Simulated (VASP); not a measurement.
MgS (rock salt) relaxed at rising pressure, in one space group throughout; other phases were not tried. The pressures are those reached. Level of theory: PBEsol GGA, VASP's PBE PAW potentials (set 64) (plane waves; VASP).

| P (GPa) | V (Å³/atom) | k-mesh |
|---|---|---|
| -0.03 | 17.355 | 9×9×9 |
| 5.00 | 16.399 | 9×9×9 |
| 9.98 | 15.660 | 9×9×9 |
| 19.85 | 14.558 | 9×9×9 |
| 29.79 | 13.735 | 10×10×10 |

A change of mesh leaves a small step in the series.

Task: Fit an equation of state and predict the volume at 44.94 GPa.

Result: Least squares on the third-order Birch-Murnaghan form, P = (3B0/2)(y⁷ − y⁵)[1 + (3/4)(B′ − 4)(y² − 1)] with y = (V0/V)^(1/3), gives V0 = 17.349 Å³/atom, B0 = 79 GPa and B′ = 4.1, and so 12.794 Å³/atom. The run gave 12.792 Å³/atom, -0.0 % from the fit.

Pressures at which the relaxation failed are left out.

The compound is MgS in the rock salt structure.
